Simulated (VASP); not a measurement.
All values below come from r2SCAN meta-GGA, VASP's PBE PAW potentials (set 64) (plane waves; VASP 6.6.1).

A VASP calculation is set up with these files.

INCAR:
```
LCHARG = .False.
PREC = Accurate
ENCUT = 400
LEFG = .True.
LMAXMIX = 4
ISMEAR = -5   ! tetrahedra, Bloechl
SYSTEM = Si3Rh5
METAGGA = R2SCAN
ALGO = Normal   ! blocked Davidson
LWAVE = .False.
LORBIT = 11   ! lm-projected
ISIF = 2   ! forces and stress, cell fixed
EDIFF = 1E-7   ! SCF stop (eV)
NELM = 100
LMIXTAU = .True.
LREAL = Auto   ! projection in real space or not
NEDOS = 601   ! DOS grid
LASPH = .True.
```

File KPOINTS_OPT:
```
k-points along high-symmetry lines
5
Line-mode
Reciprocal
  0.000000   0.000000   0.000000 ! GAMMA
  0.500000   0.000000   0.000000 ! X

  0.500000   0.000000   0.000000 ! X
  0.500000   0.500000   0.000000 ! S

  0.500000   0.500000   0.000000 ! S
  0.000000   0.500000   0.000000 ! Y

  0.000000   0.500000   0.000000 ! Y
  0.000000   0.000000   0.000000 ! GAMMA

  0.000000   0.000000   0.000000 ! GAMMA
  0.000000   0.000000   0.500000 ! Z

  0.000000   0.000000   0.500000 ! Z
  0.500000   0.000000   0.500000 ! U

  0.500000   0.000000   0.500000 ! U
  0.500000   0.500000   0.500000 ! R

  0.500000   0.500000   0.500000 ! R
  0.000000   0.500000   0.500000 ! T

  0.000000   0.500000   0.500000 ! T
  0.000000   0.000000   0.500000 ! Z

  0.500000   0.000000   0.000000 ! X
  0.500000   0.000000   0.500000 ! U

  0.000000   0.500000   0.000000 ! Y
  0.000000   0.500000   0.500000 ! T

  0.500000   0.500000   0.000000 ! S
  0.500000   0.500000   0.500000 ! R
```

### POSCAR
```
Si3Rh5
1
    5.3444158168    -0.0000000000     0.0000000000
   -0.0000000000    10.2221901297     0.0000000000
    0.0000000000     0.0000000000     3.8679566875
Si Rh
6 10
Direct
  0.0947558722   0.6552025864   0.5000000000
  0.9052441278   0.3447974136   0.5000000000
  0.5947558722   0.8447974136   0.5000000000
  0.4052441278   0.1552025864   0.5000000000
  0.5000000000   0.5000000000   0.0000000000
  1.0000000000   0.0000000000   0.0000000000
  0.3334522908   0.3927587956   0.5000000000
  0.6665477092   0.6072412044   0.5000000000
  0.8334522908   0.1072412044   0.5000000000
  0.1665477092   0.8927587956   0.5000000000
  0.3402789257   0.7126395122   0.0000000000
  0.6597210743   0.2873604878   0.0000000000
  0.8402789257   0.7873604878   0.0000000000
  0.1597210743   0.2126395122   0.0000000000
  0.5000000000   0.0000000000   0.0000000000
  0.0000000000   0.5000000000   0.0000000000
```

### KPOINTS
```
Automatic mesh
0
Gamma
7 4 9
0 0 0
```

POTCAR, in this order: Si Rh_pv (PBE.64 set). Program: vasp_std.

What VASP printed:

OUTCAR:
```
 ion  position               nearest neighbor table
   1  0.095  0.655  0.500-   8 2.34  11 2.41  11 2.41  10 2.46  16 2.55  16 2.55  13 2.72  13 2.72
                             7 2.97   8 3.09
   2  0.905  0.345  0.500-   7 2.34  12 2.41  12 2.41   9 2.46  16 2.55  16 2.55  14 2.72  14 2.72
                             8 2.97   7 3.09
   3  0.595  0.845  0.500-  10 2.34  13 2.41  13 2.41   8 2.46  15 2.55  15 2.55  11 2.72  11 2.72
                             9 2.97  10 3.09
   4  0.405  0.155  0.500-   9 2.34  14 2.41  14 2.41   7 2.46  15 2.55  15 2.55  12 2.72  12 2.72
                            10 2.97   9 3.09
   5  0.500  0.500  0.000-  11 2.34  12 2.34   7 2.39   8 2.39   7 2.39   8 2.39  16 2.67  16 2.67
  LATTYP: Found a simple orthorhombic cell.
 ALAT       =     3.8679566875
 B/A-ratio  =     1.3817155280
 C/A-ratio  =     2.6427881581
 Subroutine PRICEL returns:
 Original cell was already a primitive cell.
 Subroutine GETGRP returns: Found  8 space group operations
The static configuration has the point symmetry C_2h.
 The point group associated with its full space group is D_2h.
The dynamic configuration has the point symmetry C_2h.
 Subroutine INISYM returns: Found  8 space group operations
 Subroutine IBZKPT returns following result:
 Found     60 irreducible k-points:

 Following reciprocal coordinates:
            Coordinates               Weight
  0.000000  0.000000  0.000000      1.000000
  0.142857  0.000000  0.000000      2.000000
  0.285714  0.000000  0.000000      2.000000
  0.428571  0.000000  0.000000      2.000000
  0.000000  0.250000  0.000000      2.000000
  0.142857  0.250000  0.000000      4.000000
  0.285714  0.250000  0.000000      4.000000
  0.428571  0.250000  0.000000      4.000000
  0.000000  0.500000  0.000000      1.000000
  0.142857  0.500000  0.000000      2.000000
  0.285714  0.500000  0.000000      2.000000
  0.428571  0.500000  0.000000      2.000000
  0.000000  0.000000  0.111111      2.000000
  0.142857  0.000000  0.111111      4.000000
...
```

### OSZICAR
```
       N       E                     dE             d eps       ncg     rms          rms(c)
DAV:   1     0.177984230956E+04    0.17798E+04   -0.90338E+04 13656   0.155E+03
DAV:   2    -0.247085585790E+03   -0.20269E+04   -0.19490E+04 13264   0.517E+02
DAV:   3    -0.354985789537E+03   -0.10790E+03   -0.10403E+03 14544   0.117E+02
DAV:   4    -0.357459771218E+03   -0.24740E+01   -0.24616E+01 13992   0.170E+01
DAV:   5    -0.357509616861E+03   -0.49846E-01   -0.49833E-01 14848   0.237E+00    0.462E+01
DAV:   6    -0.328194928398E+03    0.29315E+02   -0.62340E+01 13136   0.391E+01    0.113E+01
DAV:   7    -0.311453724416E+03    0.16741E+02   -0.88690E+00 13072   0.161E+01    0.100E+01
DAV:   8    -0.306105347343E+03    0.53484E+01   -0.31848E+00 13272   0.123E+01    0.645E+00
DAV:   9    -0.306012483392E+03    0.92864E-01   -0.13514E+00 13128   0.723E+00    0.142E+00
DAV:  10    -0.306136265638E+03   -0.12378E+00   -0.67388E-01 13568   0.323E+00    0.115E+00
DAV:  11    -0.306230647241E+03   -0.94382E-01   -0.50499E-02 13216   0.161E+00    0.683E-01
DAV:  12    -0.306307102116E+03   -0.76455E-01   -0.57566E-02 13512   0.799E-01    0.212E-01
DAV:  13    -0.306311116969E+03   -0.40149E-02   -0.46365E-03 13536   0.293E-01    0.169E-01
DAV:  14    -0.306308785370E+03    0.23316E-02   -0.31863E-03 13400   0.220E-01    0.108E-01
DAV:  15    -0.306310770264E+03   -0.19849E-02   -0.92690E-04 13184   0.950E-02    0.645E-02
DAV:  16    -0.306311075550E+03   -0.30529E-03   -0.41388E-04 13368   0.684E-02    0.282E-02
DAV:  17    -0.306311004730E+03    0.70820E-04   -0.23804E-05 13352   0.204E-02    0.239E-02
DAV:  18    -0.306311200667E+03   -0.19594E-03   -0.65986E-05 13448   0.255E-02    0.692E-03
DAV:  19    -0.306311226558E+03   -0.25891E-04   -0.17939E-05 14000   0.133E-02    0.201E-03
DAV:  20    -0.306311227310E+03   -0.75241E-06   -0.82881E-07 11864   0.331E-03    0.163E-03
DAV:  21    -0.306311227410E+03   -0.99073E-07   -0.20706E-07  9168   0.175E-03
   1 F= -.30631123E+03 E0= -.30631123E+03  d E =0.000000E+00
       N       E                     dE             ncg
```

### OUTCAR
```
------------------------ aborting loop because EDIFF is reached ----------------------------------------
  FORCE on cell =-STRESS in cart. coord.  units (eV):
  Direction    XX          YY          ZZ          XY          YZ          ZX
  --------------------------------------------------------------------------------------
  Total       -0.0960583     -0.1952605     -0.0115689      0.0000000      0.0000000      0.0000000
  in kB       -0.7283156     -1.4804687     -0.0877155      0.0000000      0.0000000      0.0000000
  external PRESSURE =      -0.7655000 kB  Pullay stress =       0.0000000 kB
  volume of cell :      211.31
      direct lattice vectors                 reciprocal lattice vectors
     5.344415817  0.000000000  0.000000000     0.187111189  0.000000000  0.000000000
     0.000000000 10.222190130  0.000000000     0.000000000  0.097826394  0.000000000
     0.000000000  0.000000000  3.867956687     0.000000000  0.000000000  0.258534436
 POSITION                                       TOTAL-FORCE (eV/Angst)
 -----------------------------------------------------------------------------------
      0.50641      6.69761      1.93398        -0.009921     -0.010779     -0.000000
      4.83800      3.52458      1.93398         0.009921      0.010779      0.000000
      3.17862      8.63568      1.93398        -0.009921      0.010779     -0.000000
      2.16579      1.58651      1.93398         0.009921     -0.010779      0.000000
      2.67221      5.11110      0.00000         0.000000      0.000000      0.000000
      0.00000      0.00000      0.00000         0.000000      0.000000      0.000000
      1.78211      4.01486      1.93398        -0.003849     -0.009350      0.000000
      3.56231      6.20734      1.93398         0.003849      0.009350     -0.000000
      4.45432      1.09624      1.93398        -0.003849      0.009350      0.000000
      0.89010      9.12595      1.93398         0.003849     -0.009350     -0.000000
      1.81859      7.28474      0.00000        -0.029547     -0.011994     -0.000000
      3.52582      2.93745      0.00000         0.029547      0.011994      0.000000
      4.49080      8.04855      0.00000        -0.029547      0.011994     -0.000000
      0.85362      2.17364      0.00000         0.029547     -0.011994      0.000000
      2.67221      0.00000      0.00000         0.000000      0.000000      0.000000
      0.00000      5.11110      0.00000         0.000000      0.000000      0.000000
 -----------------------------------------------------------------------------------
    total drift:                                0.000000      0.000000      0.000000
  FREE ENERGIE OF THE ION-ELECTRON SYSTEM (eV)
  ---------------------------------------------------
  free  energy   TOTEN  =      -306.3112274095 eV

  energy  without entropy=     -306.3112274095  energy(sigma->0) =     -306.31122741

 total charge

# of ion       s       p       d       tot
------------------------------------------
    1        0.726   0.838   0.000   1.563
    2        0.726   0.838   0.000   1.563
    3        0.726   0.838   0.000   1.563
    4        0.726   0.838   0.000   1.563
    5        0.731   0.905   0.000   1.636
    6        0.731   0.905   0.000   1.636
    7        0.386   6.324   7.357  14.067
    8        0.386   6.324   7.357  14.067
    9        0.386   6.324   7.357  14.067
   10        0.386   6.324   7.357  14.067
   11        0.371   6.318   7.322  14.011
   12        0.371   6.318   7.322  14.011
   13        0.371   6.318   7.322  14.011
   14        0.371   6.318   7.322  14.011
   15        0.340   6.291   7.263  13.895
   16        0.340   6.291   7.263  13.895
--------------------------------------------------
tot          8.075  68.310  73.244 149.629
```
(Selected blocks of OUTCAR.)

For a metal the tetrahedron method with Blöchl corrections gives inexact stress and forces.

The structure comes from a computed database's Si3Rh5 entry (Pbam); how it stands against other phases isn't given here. It was relaxed first.
